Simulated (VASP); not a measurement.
Te (relaxed from the diamond structure, space group Fd-3m): computed properties

Calculation: r2SCAN meta-GGA, VASP's PBE PAW potentials (set 64) (plane waves; VASP).

* **space group**: Fd-3m (227)
* **cell**: a = 7.144 Å, b = 7.144 Å, c = 7.144 Å, α = 90.00°, β = 90.00°, γ = 90.00°
* **volume per atom**: 45.57 Å³/atom
* **band gap (over mesh and band path)**: none (metal, semimetal or under 0.01 eV)
* **density**: 4.65 g/cm³

```
CELL_PARAMETERS angstrom
      0.00000     3.57177     3.57177
      3.57177     0.00000     3.57177
      3.57177     3.57177     0.00000
ATOMIC_POSITIONS crystal
  Te 0.75000 0.75000 0.75000
  Te 0.50000 0.50000 0.50000
```

Unless said otherwise, spin-orbit coupling is left out, though it shifts the bands of the heavy elements here.

The structure was generated: Te was put into the diamond type (Fd-3m), which need not be its known phase. It was relaxed first, which changed the volume by +41 %. Symmetry was kept, so distortions that lower it aren't found.
